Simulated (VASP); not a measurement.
Computed with MS2 meta-GGA, VASP's PBE PAW potentials (set 64) (plane waves; VASP).

VASP input:

### KPOINTS
```
Automatic mesh
0
Gamma
14 14 14
0 0 0
```

### INCAR
```
SYSTEM = HfC
PREC = Accurate
ENCUT = 520
EDIFF = 1E-7
NELM = 100
ALGO = Normal
LREAL = .FALSE.
LASPH = .TRUE.
ISMEAR = 1
SIGMA = 0.1
METAGGA = MS2
LMIXTAU = .TRUE.
LMAXMIX = 6
LWAVE = .FALSE.
LCHARG = .FALSE.
ISIF = 2
```

**POSCAR**
```
HfC
1
    0.0000000000     2.3519487214     2.3519487214
    2.3519487214     0.0000000000     2.3519487214
    2.3519487214     2.3519487214     0.0000000000
Hf C
1 1
Direct
  0.0000000000   0.0000000000   0.0000000000
  0.5000000000   0.5000000000   0.5000000000
```

POTCAR, in this order: Hf_pv C (PBE.64 set). Program: vasp_std.

Unless said otherwise, spin-orbit coupling is left out, though it shifts the bands of the heavy elements here.

Predict the energy per atom (σ→0), pressure, band gap (on the k-mesh).

- energy per atom (σ→0) = -3.197 eV/atom
- band gap (on the k-mesh) = none (metal, semimetal or under 0.01 eV)
- pressure = -13.36 GPa

File OSZICAR:
```
...
DAV:  26    -0.639447864168E+01   -0.25399E-05   -0.13902E-08  1171   0.126E-03    0.937E-04
DAV:  27    -0.639447675080E+01    0.18909E-05   -0.15782E-08  1165   0.147E-03    0.119E-03
DAV:  28    -0.639447743553E+01   -0.68473E-06   -0.13099E-09  1165   0.474E-04    0.692E-04
DAV:  29    -0.639447669795E+01    0.73758E-06   -0.49783E-10  1162   0.214E-04    0.196E-04
DAV:  30    -0.639447690231E+01   -0.20435E-06   -0.15439E-10  1156   0.111E-04    0.103E-04
DAV:  31    -0.639447669870E+01    0.20360E-06   -0.48754E-11  1153   0.865E-05    0.269E-05
DAV:  32    -0.639447678413E+01   -0.85431E-07   -0.34703E-11  1153   0.601E-05
   1 F= -.63944768E+01 E0= -.63944111E+01  d E =-.197077E-03
```

The compound is HfC in the rock salt structure. This cell is one point of a volume scan, at 1.06 of the reference volume.
